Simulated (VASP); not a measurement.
Consider the following.

```xyz
3
Lattice="1.5545 -2.6920 0.0001 1.5545 2.6920 -0.0001 0.0000 -0.0004 7.4222" Properties=species:S:1:pos:R:3 pbc="T T T"
Te     0.5175     0.8960     4.9481
Te     2.0738     0.0000     0.0000
Te     0.5175    -0.8964     2.4741
```

These are PBEsol GGA, VASP's PBE PAW potentials (set 64) (plane waves; VASP) values and carry that method's errors. Run with 500 eV cut-off, 11×11×4 Γ-centred mesh, first-order Methfessel-Paxton smearing of 0.10 eV, potentials Te.

Energy and stress use the plane-wave basis of the starting cell.

Problem. The ions, cell shape and volume at an external pressure of 45.0 GPa are relaxed. What does this cell relax into?

Solution. 
```xyz
3
Lattice="1.5193 -2.6311 0.0000 1.5193 2.6311 0.0000 0.0000 -0.0002 7.2615" Properties=species:S:1:pos:R:3 pbc="T T T"
Te     0.5059     0.8760     4.8410
Te     2.0267    -0.0002     7.2615
Te     0.5059    -0.8762     2.4205
```
Space group R-3m (166), at a tolerance of 0.03 Å.

Problem. How do energy and volume change from the first to the last step?

Solution. The energy (σ→0) changes by +314.0 meV/atom and the volume by -6.5 %, in 6 ionic steps.

| step | E(σ→0) (eV) | max force (eV/Å) | pressure (GPa) | volume (Å³) |
|---|---|---|---|---|
| 1 | -8.2908 | 0.003 | 30.12 | 62.12 |
| 2 | -1.5625 | 0.006 | 127.95 | 46.39 |
| 3 | -7.4312 | 0.004 | 43.62 | 58.35 |
| 4 | -7.3584 | 0.004 | 44.72 | 58.09 |
| 5 | -7.3363 | 0.004 | 45.05 | 58.01 |
| 6 | -7.3489 | 0.003 | 44.86 | 58.05 |

The compound is Te in the trig structure. This run relaxes it under an external pressure of 45 GPa. Symmetry was kept, so distortions that lower it aren't found.
